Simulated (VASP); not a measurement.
Computed with LDA (Ceperley-Alder, Perdew-Zunger), VASP's LDA PAW potentials (set 64) (plane waves; VASP).

The input files of a VASP run:

### INCAR
```
NSW = 40   ! most ionic steps
ALGO = Normal
LREAL = .FALSE.   ! projection in real space or not
EDIFFG = -0.02   ! ionic stop
PREC = Accurate
PSTRESS = 450   ! kbar
LCHARG = .FALSE.
LMAXMIX = 4
LWAVE = .FALSE.
NELM = 100   ! most electronic steps
IBRION = 2   ! conjugate gradients
LASPH = .TRUE.   ! aspherical one-centre terms
EDIFF = 1E-6
ISMEAR = 1   ! Methfessel-Paxton
SIGMA = 0.1   ! width (eV)
SYSTEM = Ru
ISIF = 3   ! ions, shape and volume
ENCUT = 500
```

KPOINTS:
```
Automatic mesh
0
Gamma
16 16 9
0 0 0
```

File POSCAR:
```
Ru
1
    1.2945630966    -2.2422493431     0.0000000000
    1.2945630966     2.2422493431     0.0000000000
   -0.0000000000    -0.0000000000     4.1000435447
Ru
2
Direct
  0.3333330000   0.6666670000   0.2500000000
  0.6666670000   0.3333330000   0.7500000000
```

POTCAR, in this order: Ru_pv (LDA.64 set). Program: vasp_std.

The run wrote:

### OUTCAR
```
 ion  position               nearest neighbor table
   1  0.333  0.667  0.250-   2 2.54   2 2.54   2 2.54   2 2.54   2 2.54   2 2.54
   2  0.667  0.333  0.750-   1 2.54   1 2.54   1 2.54   1 2.54   1 2.54   1 2.54
  LATTYP: Found a hexagonal cell.
 ALAT       =     2.5891264410
 C/A-ratio  =     1.5835625019
 Subroutine PRICEL returns:
 Original cell was already a primitive cell.
 Subroutine GETGRP returns: Found 24 space group operations
The static configuration has the point symmetry D_3d.
 The point group associated with its full space group is D_6h.
The dynamic configuration has the point symmetry D_3d.
 Subroutine INISYM returns: Found 24 space group operations
 Subroutine IBZKPT returns following result:
 Found    150 irreducible k-points:

 Following reciprocal coordinates:
            Coordinates               Weight
  0.000000  0.000000  0.000000      1.000000
  0.062500 -0.000000  0.000000      6.000000
  0.125000 -0.000000  0.000000      6.000000
  0.187500  0.000000  0.000000      6.000000
  0.250000 -0.000000  0.000000      6.000000
  0.312500  0.000000  0.000000      6.000000
  0.375000  0.000000  0.000000      6.000000
  0.437500  0.000000  0.000000      6.000000
  0.500000 -0.000000  0.000000      3.000000
  0.062500  0.062500  0.000000      6.000000
  0.125000  0.062500  0.000000     12.000000
  0.187500  0.062500  0.000000     12.000000
  0.250000  0.062500  0.000000     12.000000
  0.312500  0.062500  0.000000     12.000000
  0.375000  0.062500  0.000000     12.000000
  0.437500  0.062500  0.000000     12.000000
  0.125000  0.125000  0.000000      6.000000
  0.187500  0.125000  0.000000     12.000000
  0.250000  0.125000  0.000000     12.000000
  0.312500  0.125000  0.000000     12.000000
  0.375000  0.125000  0.000000     12.000000
  0.437500  0.125000  0.000000      6.000000
  0.187500  0.187500  0.000000      6.000000
  0.250000  0.187500  0.000000     12.000000
  0.312500  0.187500  0.000000     12.000000
  0.375000  0.187500  0.000000     12.000000
  0.250000  0.250000  0.000000      6.000000
  0.312500  0.250000  0.000000     12.000000
  0.375000  0.250000  0.000000      6.000000
  0.312500  0.312500  0.000000      6.000000
  0.000000  0.000000  0.111111      2.000000
  0.062500 -0.000000  0.111111     12.000000
  0.125000 -0.000000  0.111111     12.000000
  0.187500  0.000000  0.111111     12.000000
  0.250000 -0.000000  0.111111     12.000000
  0.312500  0.000000  0.111111     12.000000
  0.375000  0.000000  0.111111     12.000000
  0.437500  0.000000  0.111111     12.000000
  0.500000 -0.000000  0.111111      6.000000
  0.062500  0.062500  0.111111     12.000000
   k-points           NKPTS =    150   k-points in BZ     NKDIM =    150   number of bands    NBANDS=     18
   number of dos      NEDOS =    301   number of ions     NIONS =      2
   total plane-waves  NPLWV =  12000
   dimension x,y,z NGX =    20 NGY =   20 NGZ =   30
   dimension x,y,z NGXF=    40 NGYF=   40 NGZF=   60
   ions per type =               2
   PREC   = accura    normal or accurate (medium, high low for compatibility)
   ISTART =      0    job   : 0-new  1-cont  2-samecut
   ICHARG =      2    charge: 1-file 2-atom 10-const
   ISPIN  =      1    spin polarized calculation?
   LNONCOLLINEAR =      F non collinear calculations
   LSORBIT =      F    spin-orbit coupling
   INIWAV =      1    electr: 0-lowe 1-rand  2-diag
   ENCUT  =  500.0 eV  36.75 Ry    6.06 a.u.   4.72  4.72  7.48*2*pi/ulx,y,z
   NELM   =    100;   NELMIN=  2; NELMDL= -5     # of ELM steps
   EDIFF  = 0.1E-05   stopping-criterion for ELM
   LREAL  =      F    real-space projection
...
```

OSZICAR:
```
       N       E                     dE             d eps       ncg     rms          rms(c)
DAV:   1     0.278729101782E+03    0.27873E+03   -0.17713E+04  5400   0.172E+03
DAV:   2    -0.158961037750E+02   -0.29463E+03   -0.28844E+03  5644   0.497E+02
DAV:   3    -0.223343864935E+02   -0.64383E+01   -0.63307E+01  5620   0.802E+01
DAV:   4    -0.223970951772E+02   -0.62709E-01   -0.62245E-01  6706   0.712E+00
DAV:   5    -0.223981769760E+02   -0.10818E-02   -0.10818E-02  5940   0.789E-01    0.253E+01
DAV:   6    -0.212213834218E+02    0.11768E+01   -0.26606E+00  5484   0.176E+01    0.846E+00
DAV:   7    -0.210913876762E+02    0.13000E+00   -0.35008E-01  5596   0.577E+00    0.166E+00
DAV:   8    -0.210791854253E+02    0.12202E-01   -0.18115E-02  5536   0.175E+00    0.264E-01
DAV:   9    -0.210789903719E+02    0.19505E-03   -0.31529E-04  6870   0.186E-01    0.314E-02
DAV:  10    -0.210790139348E+02   -0.23563E-04   -0.11051E-05  5654   0.329E-02    0.469E-03
DAV:  11    -0.210790139416E+02   -0.67757E-08   -0.11171E-06  3146   0.119E-02
   1 F= -.14393612E+02 E0= -.14393614E+02  d E =-.143936E+02
       N       E                     dE             d eps       ncg     rms          rms(c)
DAV:   1    -0.210930172171E+02   -0.14003E-01   -0.13557E-01  5486   0.353E+00    0.448E-01
DAV:   2    -0.210896764522E+02    0.33408E-02   -0.61717E-03  5484   0.841E-01    0.151E-01
DAV:   3    -0.210891010086E+02    0.57544E-03   -0.15760E-03  6012   0.322E-01    0.510E-02
DAV:   4    -0.210890975195E+02    0.34890E-05   -0.10266E-04  7454   0.899E-02    0.209E-02
DAV:   5    -0.210890989756E+02   -0.14561E-05   -0.10363E-05  6374   0.259E-02    0.710E-03
DAV:   6    -0.210890985380E+02    0.43767E-06   -0.20400E-06  3804   0.145E-02
   2 F= -.14393448E+02 E0= -.14393484E+02  d E =0.164041E-03
       N       E                     dE             d eps       ncg     rms          rms(c)
DAV:   1    -0.210843788887E+02    0.47201E-02   -0.55725E-02  5464   0.226E+00    0.289E-01
DAV:   2    -0.210830031443E+02    0.13757E-02   -0.25292E-03  5464   0.536E-01    0.966E-02
DAV:   3    -0.210827661332E+02    0.23701E-03   -0.64586E-04  6008   0.206E-01    0.330E-02
DAV:   4    -0.210827648928E+02    0.12404E-05   -0.41819E-05  7462   0.572E-02    0.134E-02
DAV:   5    -0.210827656297E+02   -0.73689E-06   -0.43083E-06  6008   0.168E-02
   3 F= -.14393685E+02 E0= -.14393701E+02  d E =-.733448E-04
```

File OUTCAR:
```
------------------------ aborting loop because EDIFF is reached ----------------------------------------
  FORCE on cell =-STRESS in cart. coord.  units (eV):
  Direction    XX          YY          ZZ          XY          YZ          ZX
  --------------------------------------------------------------------------------------
  Total        6.6943327      6.6943346      6.6729173     -0.0000000     -0.0000000      0.0000000
  in kB      450.3533487    450.3534771    448.9126540     -0.0000000     -0.0000000      0.0000000
  external PRESSURE =      -0.1268401 kB  Pullay stress =     450.0000000 kB
  volume of cell :       23.82
      direct lattice vectors                 reciprocal lattice vectors
     1.295366925 -2.243641649  0.000000000     0.385991019 -0.222851987  0.000000000
     1.295366925  2.243641649  0.000000000     0.385991019  0.222851987  0.000000000
    -0.000000000  0.000000000  4.097209637     0.000000000  0.000000000  0.244068546
 POSITION                                       TOTAL-FORCE (eV/Angst)
 -----------------------------------------------------------------------------------
      1.29537      0.74788      1.02430        -0.000000     -0.000000      0.000000
      1.29537     -0.74788      3.07291         0.000000      0.000000      0.000000
 -----------------------------------------------------------------------------------
    total drift:                               -0.000008      0.000451     -0.000045
  FREE ENERGIE OF THE ION-ELECTRON SYSTEM (eV)
  ---------------------------------------------------
  free  energy   TOTEN  =       -21.0827656297 eV

  energy  without entropy=      -21.0828116016  energy(sigma->0) =      -21.08278095
  enthalpy is  TOTEN    =       -14.3936853264 eV   P V=        6.6890803032

 reached required accuracy - stopping structural energy minimisation
```
(Selected blocks of OUTCAR.)

**CONTCAR**
```
Ru
   1.00000000000000
     1.2953669251234625   -2.2436416485529791    0.0000000000000000
     1.2953669251234625    2.2436416485529791    0.0000000000000000
    -0.0000000000000000    0.0000000000000000    4.0972096373669142
  Ru
     2
Direct
     0.3333330000000032    0.6666669999999968    0.2500000000000000
     0.6666669999999968    0.3333330000000032    0.7500000000000000
```

The compound is Ru in the hcp structure. This run relaxes it under an external pressure of 45 GPa. Symmetry was kept, so distortions that lower it aren't found.
